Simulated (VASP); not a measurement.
A VASP calculation is set up with these files.

**KPOINTS**
```
Automatic mesh
0
Gamma
11 12 12
0 0 0
```

### INCAR
```
ALGO  =  Normal
EDIFF  =  1E-6
ENCUT  =  400
GGA  =  PE
ISIF  =  2
ISMEAR  =  1
LASPH  =  .TRUE.
LCHARG  =  .FALSE.
LDAU  =  .TRUE.
LDAUJ  =  0 0
LDAUL  =  -1 2
LDAUPRINT  =  1
LDAUTYPE  =  2
LDAUU  =  0 8.0
LMAXMIX  =  4
LORBIT  =  10
LREAL  =  .FALSE.
LWAVE  =  .FALSE.
NELM  =  100
PREC  =  Accurate
SIGMA  =  0.1
SYSTEM  =  CoAl
```

### POSCAR
```
CoAl
1
    2.9372940000     0.0000000000     0.0000000000
    0.0000000000     2.7937010000     0.0000000000
    0.0000000000     0.0000000000     2.8296490000
Al Co
1 1
Direct
  0.5000000000   0.5000000000   0.5000000000
  0.0326610000   0.0000000000   0.0000000000
```

POTCAR, in this order: Al Co (PBE.64 set). Program: vasp_std.

Task: Write an equivalent input for Quantum ESPRESSO's pw.x.

Result: One equivalent input (not run):
```
&CONTROL
  calculation = 'scf'
  pseudo_dir = './pseudo'
  outdir = './out'
  tprnfor = .true.
  tstress = .true.
/
&SYSTEM
  ibrav = 0
  nat = 2
  ntyp = 2
  ecutwfc = 96
  occupations = 'smearing'
  smearing = 'methfessel-paxton'
  degauss = 0.00735
  input_dft = 'pbe'
/
&ELECTRONS
  conv_thr = 7.3e-08
  electron_maxstep = 100
/
ATOMIC_SPECIES
  Al 26.982 Al.upf
  Co 58.933 Co.upf
CELL_PARAMETERS angstrom
     2.9372940    0.0000000    0.0000000
     0.0000000    2.7937010    0.0000000
     0.0000000    0.0000000    2.8296490
ATOMIC_POSITIONS crystal
  Al   0.5000000  0.5000000  0.5000000
  Co   0.0326610  0.0000000  0.0000000
K_POINTS automatic
  11 12 12 0 0 0
HUBBARD {ortho-atomic}
U Co-3d 8
```
The two are equivalent in intent, not identical: the potentials are each code's own (VASP's PAW set, PseudoDojo norm-conserving files in pw.x), so ENCUT and ecutwfc are chosen apart and not converted; conv_thr bounds pw.x's estimated SCF error, while EDIFF bounds the energy change between steps; the +U projectors differ (PAW spheres against orthogonalised atomic orbitals), so the same U acts differently.

The compound is CoAl in the CsCl type structure. The cell was not relaxed at this level, atoms are displaced from their ideal sites. The run is one of a series of settings (LDAU = .TRUE., LDAUJ = 0 0, LDAUL = -1 2, LDAUTYPE = 2, LDAUU = 0 8.0 against the base run), some of them coarse on purpose.
